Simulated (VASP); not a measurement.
# NbTe2 under strain

Aim: follow the pressure of NbTe2 through compression, expansion and shear. All runs use LDA. Left out of this account: at least 1 further run (fields: a reference on another mesh). The start is a computed cell from the Materials Project.

Main program and level: VASP 6.6.1; LDA; plane waves and PAW (Nb_sv, Te).

This is a report of a sequence of runs, with most program output left out.

**1. The structure**

It takes space group P-3m1 (No. 164, trigonal). Conventional cell: a = 3.720 Å, b = 3.720 Å, c = 7.148 Å, α = 90.00°, β = 90.00°, γ = 120.00°. Nearest to Nb lie 6 Te at 2.81 Å. Te has 3 Nb at 2.81 Å nearest. Farther neighbours and most contacts between anions are not listed.

**2. Bands, cell as listed**

Levels along the symmetry lines show where the bands peak and cross; KPOINTS_OPT computes them in the converged potential. LDA, the lowest rung, knows the local density alone.

The input, INCAR:

```
SYSTEM = NbTe2
PREC = Accurate
ENCUT = 400
EDIFF = 1E-06
NELM = 100
ISMEAR = -1
SIGMA = 0.05
LREAL = .FALSE.
ALGO = Normal
GGA = CA
NBANDS = 25
LASPH = .TRUE.
LORBIT = 11
LWAVE = .FALSE.
LCHARG = .FALSE.
KPAR = 4
```

The input, POSCAR:

```
NbTe2
1.0
    3.7204640793      0.0000000000      0.0000000000
   -1.8602320397      3.2220164065      0.0000000000
    0.0000000000      0.0000000000      7.1482664684
Nb Te
1 2
Direct
    0.0000000000      0.0000000000      0.0000000000
    0.6666666700      0.3333333300      0.7456322300
    0.3333333300      0.6666666700      0.2543677700
```

The input, KPOINTS:

```
Automatic mesh
0
Gamma
9 9 4
0 0 0
```

The input, KPOINTS_OPT:

```
Line mode
16
Line-mode
Reciprocal
  0.00000000   0.00000000   0.00000000 GAMMA
  0.50000000   0.00000000   0.00000000 M

  0.50000000   0.00000000   0.00000000 M
  0.33333333   0.33333333   0.00000000 K

  0.33333333   0.33333333   0.00000000 K
  0.00000000   0.00000000   0.00000000 GAMMA

  0.00000000   0.00000000   0.00000000 GAMMA
  0.00000000   0.00000000   0.50000000 A

  0.00000000   0.00000000   0.50000000 A
  0.50000000   0.00000000   0.50000000 L

  0.50000000   0.00000000   0.50000000 L
  0.33333333   0.33333333   0.50000000 H

  0.33333333   0.33333333   0.50000000 H
  0.00000000   0.00000000   0.50000000 A

  0.50000000   0.00000000   0.50000000 L
  0.50000000   0.00000000   0.00000000 M

  0.33333333   0.33333333   0.00000000 K
  0.33333333   0.33333333   0.50000000 H
```

Potentials, in the order of the species: Nb_sv and Te (LDA family, release 64).

Run with:

```console
$ mpirun -np 4 vasp_std
```

Run time: 36 s. Hardware: 4 MPI ranks of Intel Xeon Platinum 8488C (Sapphire Rapids), shared host; peak memory 0.85 GiB; 2.1 min of CPU time.

This run has no spin polarisation. Its electron count is odd, so without a moment it is a metal by construction. The k-mesh is coarse for a metal. Spin-orbit coupling is off here; it can split and shift levels that hold much weight on Nb and Te by tenths of an eV or more. At this level the cell is under a tension of 5.1 GPa, so at these settings it is away from equilibrium.

This step gave:

| Quantity | Value |
| --- | --- |
| SCF cycles | 13 |
| electrons | 25 |
| bands | 25 |
| irreducible k-points | 43 |
| symmetry operations | 12 |
| free energy (TOTEN) | -20.06 eV |
| energy at zero smearing | -20.05 eV |
| Fermi energy | 6.902 eV |
| pressure | -5.149 GPa |
| metallic, judged on the points sampled | yes |

Electronic bands along the path, in eV, zero at the Fermi level; # counts the bands kept in this run:

```
          point     #3     #4     #5     #6     #7    #8    #9   #10
              Γ  -2.19  -0.65  -0.46  -0.01  -0.01  0.95  0.95  3.48
0.53 of the way  -3.14  -2.12  -1.20  -0.90  -0.57  0.95  1.31  3.18
              M  -3.14  -2.51  -2.41  -0.88  -0.75  1.32  1.77  2.81
0.53 of the way  -3.00  -2.85  -2.71  -2.27   0.44  1.39  1.57  2.50
              K  -4.11  -2.67  -2.66  -2.66   1.04  1.31  1.31  2.53
0.47 of the way  -3.46  -2.25  -2.24  -1.19  -0.04  1.09  1.40  2.32
              Γ  -2.19  -0.65  -0.46  -0.01  -0.01  0.95  0.95  3.48
0.53 of the way  -2.18  -2.00  -0.01  -0.01   0.25  0.87  0.87  3.63
              A  -2.17  -2.17  -0.02  -0.02   0.43  0.80  0.80  3.74
0.47 of the way  -2.67  -2.12  -1.77  -0.82  -0.26  1.44  1.45  2.31
              L  -3.23  -2.51  -1.46  -1.12  -0.61  1.32  1.83  3.18
0.53 of the way  -3.13  -2.90  -2.43  -1.87  -0.02  1.23  1.54  2.61
              H  -4.10  -3.14  -2.49  -2.49   0.75  0.75  1.05  3.45
0.47 of the way  -3.01  -2.32  -2.10  -1.57   0.31  0.63  1.80  2.25
              A  -2.17  -2.17  -0.02  -0.02   0.43  0.80  0.80  3.74
      jump to L  -3.23  -2.51  -1.46  -1.12  -0.61  1.32  1.83  3.18
0.47 of the way  -3.18  -2.47  -2.00  -0.86  -0.73  1.32  1.81  3.10
              M  -3.14  -2.51  -2.41  -0.88  -0.75  1.32  1.77  2.81
      jump to K  -4.11  -2.67  -2.66  -2.66   1.04  1.31  1.31  2.53
0.47 of the way  -4.13  -2.87  -2.58  -2.58   1.02  1.02  1.05  2.95
              H  -4.10  -3.14  -2.49  -2.49   0.75  0.75  1.05  3.45
```

Of the projections kept (Nb, Te), the largest for each band there, as a share of the weight inside these atoms' spheres; weight between the spheres isn't counted:

```csv
point,#3,#4,#5,#6,#7,#8,#9,#10
Γ,Nb 0.63,Te 0.97,Nb 0.88,Nb 0.95,Nb 0.95,Te 0.99,Te 0.99,Te 0.58
M,Te 0.52,Te 0.92,Nb 0.53,Te 0.95,Nb 0.76,Nb 1.00,Nb 0.94,Nb 0.81
K,Te 0.69,Te 0.92,Te 0.67,Te 0.67,Nb 0.95,Nb 0.79,Nb 0.79,Nb 0.80
Γ,Nb 0.63,Te 0.97,Nb 0.88,Nb 0.95,Nb 0.95,Te 0.99,Te 0.99,Te 0.58
A,Nb 0.64,Nb 0.64,Nb 0.95,Nb 0.95,Nb 0.77,Te 0.99,Te 0.99,Te 0.58
L,Te 0.57,Nb 0.51,Te 0.93,Nb 0.84,Te 0.95,Nb 1.00,Nb 0.95,Nb 0.61
```

Force by atom:

```csv
atom,x (eV/Å),y (eV/Å),z (eV/Å),size
Nb1,0.000,0.000,0.000,0.000
Te2,0.000,0.000,0.300,0.300
Te3,0.000,0.000,-0.300,0.300
```

There is no gap at this level.

**3. Bands, volume times 1.04**

The cell is expanded evenly, with fractional positions held.

INCAR is that of step 2.

The input, POSCAR:

```
NbTe2
1.0
    3.7694231685      0.0000000000      0.0000000000
   -1.8847115843      3.2644162215      0.0000000000
    0.0000000000      0.0000000000      7.2423333935
Nb Te
1 2
Direct
    0.0000000000      0.0000000000      0.0000000000
    0.6666666700      0.3333333300      0.7456322300
    0.3333333300      0.6666666700      0.2543677700
```

KPOINTS is that of step 2.

KPOINTS_OPT is that of step 2.

Run with:

```console
$ mpirun -np 4 vasp_std
```

Elapsed: 54 s, on 4 MPI ranks; peak memory 0.9 GiB.

This step gave:

```
free energy (TOTEN)     : -19.93 eV
energy at zero smearing : -19.92 eV
Fermi energy            : 6.439 eV
pressure                : -7.494 GPa
```

Electronic bands along the path, in eV, zero at the Fermi level; # counts the bands kept in this run:

```csv
point,#3,#4,#5,#6,#7,#8,#9,#10
Γ,-2.11,-0.66,-0.40,0.00,0.00,0.85,0.85,3.30
0.47 of the way,-2.60,-2.02,-0.93,-0.82,-0.48,0.81,1.25,2.85
M,-3.02,-2.44,-2.32,-0.88,-0.72,1.24,1.68,2.72
0.47 of the way,-2.88,-2.74,-2.43,-2.18,0.30,1.28,1.53,2.53
K,-3.93,-2.59,-2.58,-2.58,1.00,1.23,1.23,2.42
0.53 of the way,-2.93,-2.01,-1.88,-0.93,-0.13,1.02,1.18,2.39
Γ,-2.11,-0.66,-0.40,0.00,0.00,0.85,0.85,3.30
0.47 of the way,-2.10,-1.74,0.00,0.00,0.18,0.79,0.79,3.40
A,-2.08,-2.08,0.00,0.00,0.39,0.72,0.72,3.53
0.47 of the way,-2.57,-2.04,-1.71,-0.80,-0.25,1.35,1.36,2.20
L,-3.11,-2.42,-1.46,-1.03,-0.63,1.24,1.72,3.03
0.47 of the way,-3.01,-2.72,-2.17,-1.75,-0.10,1.21,1.51,2.51
H,-3.96,-3.02,-2.43,-2.43,0.74,0.74,1.01,3.28
0.53 of the way,-2.87,-2.01,-1.89,-1.38,0.21,0.72,1.69,2.30
A,-2.08,-2.08,0.00,0.00,0.39,0.72,0.72,3.53
jump to L,-3.11,-2.42,-1.46,-1.03,-0.63,1.24,1.72,3.03
0.53 of the way,-3.05,-2.37,-2.04,-0.79,-0.76,1.24,1.71,2.96
M,-3.02,-2.44,-2.32,-0.88,-0.72,1.24,1.68,2.72
jump to K,-3.93,-2.59,-2.58,-2.58,1.00,1.23,1.23,2.42
0.47 of the way,-3.95,-2.77,-2.51,-2.51,0.98,0.98,1.00,2.81
H,-3.96,-3.02,-2.43,-2.43,0.74,0.74,1.01,3.28
```

Of the projections kept (Nb, Te), the largest for each band there, as a share of the weight inside these atoms' spheres; weight between the spheres isn't counted:

```
point       #3       #4       #5       #6       #7       #8       #9      #10
    Γ  Nb 0.63  Te 0.97  Nb 0.89  Nb 0.96  Nb 0.96  Te 0.99  Te 0.99  Te 0.57
    M  Te 0.53  Te 0.93  Nb 0.53  Te 0.96  Nb 0.78  Nb 1.00  Nb 0.94  Nb 0.81
    K  Te 0.69  Te 0.92  Te 0.67  Te 0.67  Nb 0.95  Nb 0.80  Nb 0.80  Nb 0.81
    Γ  Nb 0.63  Te 0.97  Nb 0.89  Nb 0.96  Nb 0.96  Te 0.99  Te 0.99  Te 0.57
    A  Nb 0.64  Nb 0.64  Nb 0.96  Nb 0.96  Nb 0.79  Te 0.99  Te 0.99  Te 0.57
    L  Te 0.57  Nb 0.51  Te 0.93  Nb 0.85  Te 0.95  Nb 1.00  Nb 0.95  Nb 0.62
```

Force by atom:

```
atom  x (eV/Å)  y (eV/Å)  z (eV/Å)   size
 Nb1     0.000     0.000     0.000  0.000
 Te2     0.000     0.000     0.709  0.709
 Te3     0.000     0.000    -0.709  0.709
```

 The pressure is -7.49 GPa.

For the pressure, step 2 gave -5.15 GPa; this run, with cell volume +4.0 %, gives -7.49 GPa.

**4. Bands, volume times 1.08**

INCAR is that of step 3.

The input, POSCAR:

```
NbTe2
1.0
    3.8171424516      0.0000000000      0.0000000000
   -1.9085712259      3.3057423329      0.0000000000
    0.0000000000      0.0000000000      7.3340182328
Nb Te
1 2
Direct
    0.0000000000      0.0000000000      0.0000000000
    0.6666666700      0.3333333300      0.7456322300
    0.3333333300      0.6666666700      0.2543677700
```

KPOINTS is that of step 3.

KPOINTS_OPT is that of step 3.

Run with:

```console
$ mpirun -np 4 vasp_std
```

It took 44 s on 4 MPI ranks; peak memory 0.91 GiB; 2.8 min of CPU time.

This step gave:

```yaml
free_energy_toten: -19.75 eV
energy_at_zero_smearing: -19.74 eV
fermi_energy: 6.009 eV
pressure: -9.335 GPa
```

The electronic bands at the labelled points (eV, zero at the Fermi level; # counts the bands kept in this run):

```csv
point,#3,#4,#5,#6,#7,#8,#9,#10
Γ,-2.03,-0.68,-0.35,0.01,0.01,0.77,0.77,3.13
0.47 of the way,-2.53,-1.95,-0.95,-0.80,-0.44,0.78,1.17,2.70
M,-2.92,-2.36,-2.24,-0.87,-0.68,1.17,1.60,2.64
0.53 of the way,-2.76,-2.67,-2.56,-2.14,0.39,1.22,1.41,2.30
K,-3.76,-2.51,-2.51,-2.51,0.95,1.17,1.17,2.33
0.47 of the way,-3.25,-2.09,-2.09,-1.17,0.01,0.97,1.26,2.13
Γ,-2.03,-0.68,-0.35,0.01,0.01,0.77,0.77,3.13
0.53 of the way,-2.02,-1.86,0.01,0.01,0.21,0.70,0.70,3.25
A,-2.01,-2.01,0.01,0.01,0.35,0.64,0.64,3.34
0.47 of the way,-2.48,-1.97,-1.66,-0.77,-0.24,1.26,1.28,2.10
L,-3.00,-2.33,-1.45,-0.96,-0.64,1.17,1.62,2.90
0.53 of the way,-2.90,-2.68,-2.29,-1.81,0.02,1.11,1.38,2.44
H,-3.82,-2.91,-2.37,-2.37,0.73,0.73,0.96,3.13
0.47 of the way,-2.79,-2.14,-1.97,-1.50,0.28,0.57,1.60,2.12
A,-2.01,-2.01,0.01,0.01,0.35,0.64,0.64,3.34
jump to L,-3.00,-2.33,-1.45,-0.96,-0.64,1.17,1.62,2.90
0.47 of the way,-2.96,-2.29,-1.90,-0.78,-0.74,1.17,1.62,2.97
M,-2.92,-2.36,-2.24,-0.87,-0.68,1.17,1.60,2.64
jump to K,-3.76,-2.51,-2.51,-2.51,0.95,1.17,1.17,2.33
0.47 of the way,-3.79,-2.68,-2.45,-2.45,0.94,0.94,0.96,2.69
H,-3.82,-2.91,-2.37,-2.37,0.73,0.73,0.96,3.13
```

Of the projections kept (Nb, Te), the largest for each band there, as a share of the weight inside these atoms' spheres; weight between the spheres isn't counted:

```
point       #3       #4       #5       #6       #7       #8       #9      #10
    Γ  Nb 0.63  Te 0.97  Nb 0.89  Nb 0.96  Nb 0.96  Te 0.99  Te 0.99  Te 0.56
    M  Te 0.53  Te 0.93  Nb 0.53  Te 0.96  Nb 0.79  Nb 1.00  Nb 0.95  Nb 0.81
    K  Te 0.69  Te 0.93  Te 0.67  Te 0.67  Nb 0.96  Nb 0.81  Nb 0.81  Nb 0.81
    Γ  Nb 0.63  Te 0.97  Nb 0.89  Nb 0.96  Nb 0.96  Te 0.99  Te 0.99  Te 0.56
    A  Nb 0.64  Nb 0.64  Nb 0.96  Nb 0.96  Nb 0.80  Te 0.99  Te 0.99  Te 0.56
    L  Te 0.57  Nb 0.51  Te 0.94  Nb 0.86  Te 0.95  Nb 1.00  Nb 0.95  Nb 0.62
```

Force by atom:

```csv
atom,x (eV/Å),y (eV/Å),z (eV/Å),size
Nb1,0.00,0.00,0.00,0.00
Te2,0.00,0.00,1.06,1.06
Te3,0.00,0.00,-1.06,1.06
```

 The pressure is -9.34 GPa.

Between step 2 and this run (cell volume +8.0 %) the value for the pressure moves from -5.15 GPa to -9.34 GPa.

**5. Bands, sheared, principal strains -2.4, -0.0, +2.5 %**

The first cell is sheared at its own volume, which lowers its symmetry.

INCAR is that of step 4.

The input, POSCAR:

```
NbTe2
1.0
    3.7190700000     -0.0447140000     -0.0686430000
   -1.8982590000      3.2116640000      0.0227260000
   -0.1318860000     -0.0257260000      7.2278820000
Nb Te
1 2
Direct
    0.0000000000      0.0000000000      0.0000000000
    0.6666666700      0.3333333300      0.7456322300
    0.3333333300      0.6666666700      0.2543677700
```

KPOINTS is that of step 4.

The input, KPOINTS_OPT:

```
Line mode
16
Line-mode
Reciprocal
  0.00000000   0.00000000  -0.50000000 X
  0.00000000   0.00000000   0.00000000 GAMMA

  0.00000000   0.00000000   0.00000000 GAMMA
  0.00000000   0.50000000   0.00000000 Y

  0.00000000   0.50000000  -0.50000000 L
  0.00000000   0.00000000   0.00000000 GAMMA

  0.00000000   0.00000000   0.00000000 GAMMA
  0.50000000  -0.50000000   0.00000000 Z

  0.50000000  -0.50000000  -0.50000000 N
  0.00000000   0.00000000   0.00000000 GAMMA

  0.00000000   0.00000000   0.00000000 GAMMA
  0.50000000   0.00000000   0.00000000 M

  0.50000000   0.00000000  -0.50000000 R
  0.00000000   0.00000000   0.00000000 GAMMA
```

Run with:

```console
$ mpirun -np 4 vasp_std
```

Run time: 42 s. Hardware: 4 MPI ranks; peak memory 1.7 GiB; 2.7 min of CPU time.

The path and its labels are those of the sheared lattice, so a letter need not mean the same point as in the unstrained cell.

Numbers from this step:

- irreducible k-points: 163
- symmetry operations: 2
- free energy (TOTEN): -20.04 eV
- energy at zero smearing: -20.03 eV
- Fermi energy: 6.900 eV
- pressure: -5.224 GPa

Electronic bands along the path, in eV, zero at the Fermi level; # counts the bands kept in this run:

```csv
point,#4,#5,#6,#7,#8,#9,#10,#11
X,-1.95,-0.10,0.14,0.37,0.75,1.03,3.64,3.83
0.47 of the way,-1.96,-0.10,0.13,0.19,0.82,1.07,3.55,3.71
Γ,-0.75,-0.52,-0.10,0.15,0.91,1.13,3.44,3.55
0.53 of the way,-2.07,-1.22,-0.89,-0.60,0.93,1.33,3.18,3.41
Y,-2.46,-2.38,-0.88,-0.80,1.36,1.84,2.89,3.62
jump to L,-2.49,-1.51,-1.14,-0.63,1.36,1.91,3.10,3.62
0.47 of the way,-2.06,-1.81,-0.91,-0.39,0.92,1.36,3.12,3.37
Γ,-0.75,-0.52,-0.10,0.15,0.91,1.13,3.44,3.55
0.47 of the way,-1.85,-1.03,-0.68,-0.61,0.84,1.50,2.97,3.41
Z,-2.57,-2.16,-0.85,-0.61,1.36,1.80,2.83,3.70
jump to N,-2.26,-1.66,-1.21,-0.36,1.36,1.84,3.23,3.70
0.47 of the way,-1.88,-1.84,-0.73,-0.46,0.93,1.50,3.11,3.42
Γ,-0.75,-0.52,-0.10,0.15,0.91,1.13,3.44,3.55
0.47 of the way,-2.16,-0.89,-0.82,-0.51,0.84,1.25,2.95,3.47
M,-2.51,-2.41,-0.93,-0.71,1.40,1.76,2.84,3.69
jump to R,-2.61,-1.29,-1.07,-0.67,1.40,1.93,3.16,3.46
0.47 of the way,-2.25,-1.20,-0.78,-0.49,1.36,1.44,2.35,3.20
Γ,-0.75,-0.52,-0.10,0.15,0.91,1.13,3.44,3.55
```

Of the projections kept (Nb, Te), the largest for each band there, as a share of the weight inside these atoms' spheres; weight between the spheres isn't counted:

| point | #4 | #5 | #6 | #7 | #8 | #9 | #10 | #11 |
| --- | --- | --- | --- | --- | --- | --- | --- | --- |
| X | Nb 0.65 | Nb 0.95 | Nb 0.95 | Nb 0.78 | Te 0.98 | Te 0.99 | Te 0.60 | Te 0.58 |
| Γ | Te 0.97 | Nb 0.88 | Nb 0.95 | Nb 0.96 | Te 0.98 | Te 0.99 | Te 0.59 | Te 0.58 |
| Y | Te 0.92 | Nb 0.52 | Te 0.96 | Nb 0.76 | Nb 0.99 | Nb 0.93 | Nb 0.82 | Nb 0.58 |
| L | Nb 0.50 | Te 0.93 | Nb 0.85 | Te 0.95 | Nb 0.99 | Nb 0.94 | Nb 0.62 | Te 0.84 |
| Γ | Te 0.97 | Nb 0.88 | Nb 0.95 | Nb 0.96 | Te 0.98 | Te 0.99 | Te 0.59 | Te 0.58 |
| Z | Te 0.92 | Nb 0.54 | Nb 0.77 | Te 0.96 | Nb 1.00 | Nb 0.94 | Nb 0.81 | Nb 0.57 |

Force by atom:

| atom | x (eV/Å) | y (eV/Å) | z (eV/Å) | size |
| --- | --- | --- | --- | --- |
| Nb1 | 0.000 | 0.000 | 0.000 | 0.000 |
| Te2 | -0.227 | -0.081 | 0.404 | 0.471 |
| Te3 | 0.227 | 0.081 | -0.404 | 0.471 |

 The pressure is -5.22 GPa, and the symmetry operations fall from 12 to 2.

**6. Bands, volume times 0.96**

The cell is compressed evenly, with fractional positions held.

INCAR is that of step 5.

The input, POSCAR:

```
NbTe2
1.0
    3.6701813738      0.0000000000      0.0000000000
   -1.8350906869      3.1784703062      0.0000000000
    0.0000000000      0.0000000000      7.0516564300
Nb Te
1 2
Direct
    0.0000000000      0.0000000000      0.0000000000
    0.6666666700      0.3333333300      0.7456322300
    0.3333333300      0.6666666700      0.2543677700
```

KPOINTS is that of step 5.

The input, KPOINTS_OPT:

```
Line mode
16
Line-mode
Reciprocal
  0.00000000   0.00000000   0.00000000 GAMMA
  0.50000000   0.00000000   0.00000000 M

  0.50000000   0.00000000   0.00000000 M
  0.33333333   0.33333333   0.00000000 K

  0.33333333   0.33333333   0.00000000 K
  0.00000000   0.00000000   0.00000000 GAMMA

  0.00000000   0.00000000   0.00000000 GAMMA
  0.00000000   0.00000000   0.50000000 A

  0.00000000   0.00000000   0.50000000 A
  0.50000000   0.00000000   0.50000000 L

  0.50000000   0.00000000   0.50000000 L
  0.33333333   0.33333333   0.50000000 H

  0.33333333   0.33333333   0.50000000 H
  0.00000000   0.00000000   0.50000000 A

  0.50000000   0.00000000   0.50000000 L
  0.50000000   0.00000000   0.00000000 M

  0.33333333   0.33333333   0.00000000 K
  0.33333333   0.33333333   0.50000000 H
```

Run with:

```console
$ mpirun -np 4 vasp_std
```

Elapsed: 31 s, on 4 MPI ranks; peak memory 0.82 GiB; 2 min of CPU time.

Numbers from this step:

```yaml
irreducible_k_points: 43
symmetry_operations: 12
free_energy_toten: -20.13 eV
energy_at_zero_smearing: -20.13 eV
fermi_energy: 7.402 eV
pressure: -2.187 GPa
```

The electronic bands at the labelled points (eV, zero at the Fermi level; # counts the bands kept in this run):

```csv
point,#3,#4,#5,#6,#7,#8,#9,#10
Γ,-2.28,-0.62,-0.54,-0.03,-0.03,1.05,1.05,3.68
0.53 of the way,-3.23,-2.20,-1.21,-0.92,-0.62,0.98,1.40,3.36
M,-3.27,-2.59,-2.50,-0.88,-0.79,1.41,1.85,2.90
0.47 of the way,-3.12,-2.93,-2.59,-2.32,0.33,1.46,1.70,2.76
K,-4.30,-2.76,-2.73,-2.73,1.09,1.38,1.38,2.64
0.47 of the way,-3.56,-2.33,-2.32,-1.19,-0.07,1.16,1.47,2.43
Γ,-2.28,-0.62,-0.54,-0.03,-0.03,1.05,1.05,3.68
0.47 of the way,-2.27,-1.88,-0.03,-0.03,0.22,0.98,0.98,3.81
A,-2.25,-2.25,-0.04,-0.04,0.48,0.90,0.90,3.97
0.47 of the way,-2.78,-2.19,-1.83,-0.85,-0.27,1.53,1.55,2.41
L,-3.35,-2.61,-1.46,-1.22,-0.59,1.41,1.94,3.33
0.47 of the way,-3.25,-2.95,-2.31,-1.79,-0.15,1.35,1.69,2.68
H,-4.25,-3.26,-2.56,-2.56,0.76,0.76,1.10,3.62
0.53 of the way,-3.14,-2.20,-2.00,-1.44,0.23,0.82,1.91,2.44
A,-2.25,-2.25,-0.04,-0.04,0.48,0.90,0.90,3.97
jump to L,-3.35,-2.61,-1.46,-1.22,-0.59,1.41,1.94,3.33
0.53 of the way,-3.29,-2.56,-2.17,-0.88,-0.75,1.41,1.90,3.11
M,-3.27,-2.59,-2.50,-0.88,-0.79,1.41,1.85,2.90
jump to K,-4.30,-2.76,-2.73,-2.73,1.09,1.38,1.38,2.64
0.53 of the way,-4.33,-3.02,-2.64,-2.64,0.99,0.99,1.10,3.19
H,-4.25,-3.26,-2.56,-2.56,0.76,0.76,1.10,3.62
```

Of the projections kept (Nb, Te), the largest for each band there, as a share of the weight inside these atoms' spheres; weight between the spheres isn't counted:

```csv
point,#3,#4,#5,#6,#7,#8,#9,#10
Γ,Nb 0.63,Te 0.97,Nb 0.88,Nb 0.95,Nb 0.95,Te 0.98,Te 0.98,Te 0.59
M,Te 0.51,Te 0.92,Nb 0.53,Te 0.95,Nb 0.74,Nb 1.00,Nb 0.93,Nb 0.81
K,Te 0.68,Te 0.92,Te 0.67,Te 0.67,Nb 0.95,Nb 0.78,Nb 0.78,Nb 0.80
Γ,Nb 0.63,Te 0.97,Nb 0.88,Nb 0.95,Nb 0.95,Te 0.98,Te 0.98,Te 0.59
A,Nb 0.64,Nb 0.64,Nb 0.95,Nb 0.95,Nb 0.76,Te 0.99,Te 0.99,Te 0.59
L,Te 0.57,Nb 0.51,Te 0.93,Nb 0.83,Te 0.95,Nb 1.00,Nb 0.95,Nb 0.61
```

Force by atom:

```csv
atom,x (eV/Å),y (eV/Å),z (eV/Å),size
Nb1,0.000,0.000,0.000,0.000
Te2,0.000,0.000,-0.177,0.177
Te3,0.000,0.000,0.177,0.177
```

 The pressure is -2.19 GPa.

Between step 2 and this run (cell volume -4.0 %) the value for the pressure moves from -5.15 GPa to -2.19 GPa.

[end of part 1 of 2]

[Lines on the potential files, build, host, timing and source positions are cut from VASP's logs without a mark.]

[Logs are printed without paths, hosts, clocks, repeated set-up lines and the standing remarks that a program may print on its own settings, such as how far it seeks lower states.]

[Hosts, paths, dates, database ids (printed as entryN), source tags and the programs' standing remarks are cut or masked in the printed files.]

[A measured line is paired with the nearest computed mode of its activity, which favours agreement.]

[In band tables of VASP the shares of atoms and orbitals are scaled to a sum of 1 inside the atoms' spheres.]
